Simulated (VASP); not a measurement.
Write the native input for VASP 6.6.1 that does the following.

```yaml
Task: single point
Functional: PBE
Dispersion: D3(BJ)
Potentials_or_basis: VASP PAW PBE potentials, release 64 (C)
Cutoff: 520 eV
k_mesh: 21 × 21 × 6
Occupations: gaussian, width 0.1 eV
Spin: no spin polarisation
Dipole_correction: no
Further_INCAR_settings: ALGO = Normal; EDIFF = 1e-06; NBANDS = 16
```

The structure of C lies in POSCAR:

```
C
1.0
    2.4649434841      0.0000000000      0.0000000000
   -1.2324717420      2.1347036761      0.0000000000
    0.0000000000      0.0000000000      6.7343658224
C
4
Direct
    0.0000000000      0.0000000000      0.7500000000
    0.0000000000      0.0000000000      0.2500000000
    0.3333333333      0.6666666667      0.7500000000
    0.6666666667      0.3333333333      0.2500000000
```

The input as run:

INCAR

```
SYSTEM = C
PREC     = Accurate       ! precision mode
ENCUT    = 520            ! plane-wave cutoff, eV
EDIFF    = 1E-6           ! SCF threshold, eV
ISMEAR   = 0              ! smearing method
SIGMA    = 0.1            ! smearing width, eV
LREAL    = .False.        ! projectors in reciprocal space
LASPH    = .True.         ! aspherical terms in the spheres
NELM     = 100            ! most SCF steps
ALGO     = Normal         ! electronic algorithm
ISIF     = 2              ! what is computed and relaxed
LWAVE    = .False.        ! write WAVECAR
LCHARG   = .False.        ! write CHGCAR
GGA      = PE             ! functional
IVDW     = 12             ! dispersion correction
NBANDS   = 16             ! bands
```

KPOINTS

```
Automatic mesh
0
Gamma
  21 21 6
  0 0 0
```

Potentials or basis: VASP PAW PBE potentials, release 64 (C).

Command:

```console
$ cat potpaw_PBE.64/C/POTCAR > POTCAR
$ mpirun -np 1 vasp_std > vasp.out
```

It gave:

```json
{
  "Pressure": "0.5 GPa",
  "Band gap on the k mesh": "none (metal or under the smearing width)",
  "Dispersion energy per atom": "-0.156 eV"
}
```

Run time: 44 s on 1 thread of Intel(R) Xeon(R) Platinum 8559C (Emerald Rapids), on a shared host, peak memory 0.2 GiB.
